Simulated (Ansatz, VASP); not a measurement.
# Cross-check of SnSe2 between VASP and Ansatz, part 2 of 2

One calculation is typed for both programs; each brings its own data sets. How far apart do they land? The cell is taken from a series of runs on this material, whose earlier steps may have relaxed, scaled, displaced or heated it; both programs get it as it stands.

VASP 6.6.1 and Ansatz 0.2.0.

So far: Ansatz: single point, PBE, pair 1; VASP: single point, PBE, pair 1; Differences; Ansatz: single point, PBE, pair 2; VASP: single point, PBE, pair 2; Comparison.

## 8. Ansatz: single point, PBE, spin-orbit coupling

Level of this step: Ansatz beside VASP: Kohn-Sham DFT, plane waves, PBE, spin-orbit coupling (Ansatz).

A single point gives forces, pressure and levels at one fixed geometry, so differences don't come from the geometry; what else differs is listed under the comparison.

The cell is taken from a series of runs on this material, whose earlier steps may have relaxed, scaled, displaced or heated it; both programs get it as it stands.

input.yaml reads:

```yaml
crystal:
  lattice:
    - [3.869828627, 0.0, 0.0]
    - [-1.9349143135, 3.3513698993, 0.0]
    - [0.0, 0.0, 29.6]
  atoms:
    - { symbol: Sn, position: [0.0, 0.0, 0.5] }
    - { symbol: Se, position: [0.3333333333, 0.6666666667, 0.553854345] }
    - { symbol: Se, position: [0.6666666667, 0.3333333333, 0.446145655] }
  periodic: [true, true, false]
kpoints:
  mp_grid: { grid: [12, 12, 1] }
  band_path:
    path:
      - [0, 0, 0]
      - [0.5, 0, 0]
      - [0.3333333333333, 0.3333333333333, 0]
      - [0, 0, 0]
    npoints: 10
hamiltonian:
  xc: pbe
scf:
  occupations: { method: fermi_dirac, width: 0.02 }
  n_extra_bands: 10
magnetization:
  noncollinear: true
  spin_orbit: true
output:
  eigenvalues: true
```

Command:

```sh
$ ansatz run input.yaml --threads 12 --pin off --max-ram 27648MiB --backend cpu --events-out ev --progress --plain --runs-dir out
```

Numbers of over 12 decimals in the logs are rounded to 6 here.

The log of the run:

```text
[...]
non-collinear run that drives no moment, with spin-orbit: no starting moment large enough to seed its density (crystal.atoms[].spin), no starting occupations that ask for one, no magnetisation constraint and no magnetic field, so the semilocal B_xc is pinned to zero
Crystal: 3 atoms, lattice volume = 383.889 Å³
Basis set: ecut = 420 eV, 7587 PW (Γ)
[...]
k-point 1: bands = [... 42 lower, -6.4427, -6.4427, -6.0460, -6.0460, -4.1589, -4.1589, -2.6214, -2.6214, ... 6 higher]
  k-point 2: bands = [... 42 lower, -6.8920, -6.8920, -6.0475, -6.0475, -3.8863, -3.8863, -2.2718, -2.2718, ... 6 higher]
  k-point 18: bands = [... 42 lower, -6.8639, -6.8639, -6.7913, -6.7913, -4.2350, -4.2350, -0.8768, -0.8768, ... 6 higher]
  ° read free of the cell's end (the report's vacuum.weakly_bound_levels)
[key lines of the parts left out:]
SCF converged after 8 iterations
Magnetization: |M| = 0.0000 μB,  M = (+0.0000, +0.0000, +0.0000) μB
Free energy (F): -16965.860366 eV
Fermi energy:    -5.624665 eV
```

## 9. VASP: single point, PBE, spin-orbit coupling

The same cell, functional, mesh and smearing now go to VASP, with its own data sets.

INCAR reads:

```
SYSTEM = SnSe2
PREC = Accurate
ENCUT = 400
EDIFF = 1E-06
NELM = 200
ISMEAR = -1
SIGMA = 0.02
LREAL = .FALSE.
ALGO = Normal
GGA = PE
LNONCOLLINEAR = .TRUE.
MAGMOM = 0 0 0 0 0 0 0 0 0
NBANDS = 38
GGA_COMPAT = .FALSE.
LASPH = .TRUE.
LSORBIT = .TRUE.
LORBIT = 11
LWAVE = .FALSE.
LCHARG = .FALSE.
ISIF = 2
LDIPOL = .TRUE.
IDIPOL = 3
DIPOL = 0.5 0.5 0.5
LVHAR = .TRUE.
EFERMI = MIDGAP
NELMDL = -8
KPAR = 2
```

POSCAR reads:

```
SnSe2
1.0
    3.8698286270      0.0000000000      0.0000000000
   -1.9349143135      3.3513698993      0.0000000000
    0.0000000000      0.0000000000     29.6000000000
Sn Se
1 2
Direct
    0.0000000000      0.0000000000      0.5000000000
    0.3333333333      0.6666666667      0.5538543450
    0.6666666667      0.3333333333      0.4461456550
```

KPOINTS reads:

```
Automatic mesh
0
Gamma
12 12 1
0 0 0
```

PAW data sets: Sn_d and Se (PBE family, release 64).

Command:

```sh
$ mpirun -np 2 vasp_ncl
```

The log of the run:

```text
[... set-up lines as in an earlier step ...]
 entering main loop
       N       E                     dE             d eps       ncg     rms          rms(c)
DAV:   1     0.173101968441E+03    0.17310E+03   -0.91095E+03  1828   0.839E+02
DAV:   2     0.108865620432E+02   -0.16222E+03   -0.15799E+03  1878   0.210E+02
DAV:   3    -0.113484664517E+02   -0.22235E+02   -0.22060E+02  1790   0.919E+01
DAV:   4    -0.122087499024E+02   -0.86028E+00   -0.85501E+00  1848   0.219E+01
[...]
DAV:  23    -0.119548947204E+02   -0.35722E-05   -0.14054E-07  1314   0.110E-03    0.251E-04
DAV:  24    -0.119548961117E+02   -0.13914E-05   -0.18475E-08  1308   0.559E-04    0.220E-04
DAV:  25    -0.119548970194E+02   -0.90771E-06   -0.96841E-09  1232   0.369E-04
   1 F= -.11954897E+02 E0= -.11954897E+02  d E =-.189381E-09  mag=     0.0000    -0.0000    -0.0000
```

Parts of OUTCAR (step 9):

```text
  Total        0.0199001      0.0199001      0.0517445      0.0000000      0.0000000      0.0000000
  in kB        0.0830540      0.0830540      0.2159579      0.0000000      0.0000000      0.0000000
  external PRESSURE =       0.1273553 kB  Pullay stress =       0.0000000 kB

 POSITION                                       TOTAL-FORCE (eV/Angst)
 -----------------------------------------------------------------------------------
      0.00000      0.00000     14.80000        -0.000000      0.000000      0.000000
     -0.00000      2.23425     16.39409         0.000000      0.000000      0.025312
      1.93491      1.11712     13.20591        -0.000000      0.000000     -0.025312
 -----------------------------------------------------------------------------------
    total drift:                               -0.000000     -0.000000      0.000000

  FREE ENERGIE OF THE ION-ELECTRON SYSTEM (eV)
  ---------------------------------------------------
  free  energy   TOTEN  =       -11.9548970194 eV

  energy  without entropy=      -11.9548970192  energy(sigma->0) =      -11.95489702

 magnetization (x)
# of ion       s       p       d       tot
------------------------------------------
    1        0.000   0.000   0.000   0.000
    2        0.000   0.000  -0.000   0.000
    3        0.000   0.000   0.000   0.000
--------------------------------------------------
tot          0.000   0.000   0.000   0.000

 magnetization (y)
# of ion       s       p       d       tot
------------------------------------------
    1        0.000   0.000   0.000   0.000
    2        0.000   0.000   0.000   0.000
    3        0.000   0.000  -0.000  -0.000
--------------------------------------------------
tot          0.000   0.000   0.000   0.000

 magnetization (z)
# of ion       s       p       d       tot
------------------------------------------
    1        0.000  -0.000   0.000  -0.000
    2        0.000   0.000   0.000   0.000
    3        0.000   0.000   0.000   0.000
--------------------------------------------------
tot          0.000  -0.000   0.000  -0.000

[... 1 part as in an earlier step ...]

[... 2 further parts left out ...]
[key lines of the parts left out:]
E-fermi :  -3.5965
```

## 10. Side by side

What differs besides the data sets and the points named for the pairs above, as far as they apply: spin-orbit coupling enters by fully relativistic files in Ansatz and inside the spheres in VASP; the data sets hold 46 valence electrons in Ansatz (on its fully relativistic PAW (standard-fr) files) and 26 in VASP. Total energies have different zeros and are not compared.

The two programs side by side:

```tsv
quantity	Ansatz	VASP	difference
gap on the k mesh (eV)	0.759	0.756	+0.003
```

A gap on the mesh is an upper bound, since the band edges may lie between its points. With vacuum in the cell, a pressure given here is an average over mostly empty space and none of the material.

## 11. Results

* difference in gap on the k mesh (single point, PBE, pair 1): 0.0030 eV
* difference in gap on the k mesh (single point, PBE, pair 2): 0.0030 eV
* difference in gap on the k mesh (single point, PBE, spin-orbit coupling): 0.0028 eV

**Reading.** The difference in gap on the k mesh is 0.0030 eV (single point, PBE, pair 1), within the 0.08 eV picked in this series as the mark of a large difference. The data sets hold unlike numbers of valence electrons (46 in Ansatz and 26 in VASP), so part of the differences comes from the potentials. How closely two codes agree says nothing of how well the functional describes the real material.

[Lines on the potential files, build, host, timing and source positions are cut from VASP's logs without a mark.]

[Logs are printed without paths, hosts, clocks, repeated set-up lines and the standing remarks that a program may print on its own settings, such as how far it seeks lower states.]

[Hosts, paths, dates, database ids (printed as entryN), source tags and the programs' standing remarks are cut or masked in the printed files.]
